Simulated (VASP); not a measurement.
These are PBE GGA with D3 dispersion (zero damping), VASP's PBE PAW potentials (set 64) (plane waves; VASP) values and carry that method's errors.

VASP input:

### INCAR
```
ALGO=Normal
EDIFF=1E-7
ENCUT=520
GGA=PE
ISIF=2
ISMEAR=-5
IVDW=11
LASPH=T
LCHARG=T
LMAXMIX=4
LORBIT=11
LREAL=F
LWAVE=F
NEDOS=601
NELM=100
PREC=Accurate
SYSTEM=NaI
```

File POSCAR:
```
NaI
4.5338040
  0.0000000000   0.7071067317   0.7071067317
  0.7071067317   0.0000000000   0.7071067317
  0.7071067317   0.7071067317   0.0000000000
Na I
1 1
Direct
  0.0000000000   0.0000000000   0.0000000000
  0.5000000000   0.5000000000   0.5000000000
```

File KPOINTS:
```
Automatic mesh
0
Gamma
8 8 8
0 0 0
```

POTCAR, in this order: Na_pv I (PBE.64 set). Program: vasp_std.

Q: What will the output report for the number of irreducible k-points (NKPTS), largest plane-wave count, number of space-group operations, FFT grid (NGX, NGY, NGZ)?

A: 
The number of irreducible k-points (NKPTS) is 29 and the largest plane-wave count is 1807. The number of space-group operations is 48 and the FFT grid (NGX, NGY, NGZ) is 36 × 36 × 36.

The compound is NaI in the rock salt structure. It was relaxed first.
